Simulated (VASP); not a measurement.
A VASP calculation is set up with these files.

### INCAR
```
ALGO  =  Normal
EDIFF  =  1E-7
ENCUT  =  520
ISIF  =  2
ISMEAR  =  1
LASPH  =  .TRUE.
LCHARG  =  .FALSE.
LMAXMIX  =  4
LREAL  =  .FALSE.
LWAVE  =  .FALSE.
NELM  =  100
PREC  =  Accurate
SIGMA  =  0.1
SYSTEM  =  Rb
```

### POSCAR
```
Rb
1
   -2.6897523712     2.6897523712     2.6897523712
    2.6897523712    -2.6897523712     2.6897523712
    2.6897523712     2.6897523712    -2.6897523712
Rb
1
Direct
  1.0000000000   1.0000000000   1.0000000000
```

**KPOINTS**
```
Automatic mesh
0
Gamma
 10 10 10
```

POTCAR, in this order: Rb_sv (LDA.64 set). Program: vasp_std.

**Question.** Write an equivalent input for Quantum ESPRESSO's pw.x.

**Answer.** One equivalent input (not run):
```
&CONTROL
  calculation = 'scf'
  pseudo_dir = './pseudo'
  outdir = './out'
  tprnfor = .true.
  tstress = .true.
/
&SYSTEM
  ibrav = 0
  nat = 1
  ntyp = 1
  ecutwfc = 42
  occupations = 'smearing'
  smearing = 'methfessel-paxton'
  degauss = 0.00735
  input_dft = 'pz'
/
&ELECTRONS
  conv_thr = 7.3e-09
  electron_maxstep = 100
/
ATOMIC_SPECIES
  Rb 85.468 Rb.upf
CELL_PARAMETERS angstrom
    -2.6897524    2.6897524    2.6897524
     2.6897524   -2.6897524    2.6897524
     2.6897524    2.6897524   -2.6897524
ATOMIC_POSITIONS crystal
  Rb   1.0000000  1.0000000  1.0000000
K_POINTS automatic
  10 10 10 0 0 0
```
Limits of the translation: the potentials are each code's own (VASP's PAW set, PseudoDojo norm-conserving files in pw.x), so ENCUT and ecutwfc are chosen apart and not converted; conv_thr bounds pw.x's estimated SCF error, while EDIFF bounds the energy change between steps.

The compound is Rb in the bcc structure. It was relaxed first, which changed the volume by -14 %.
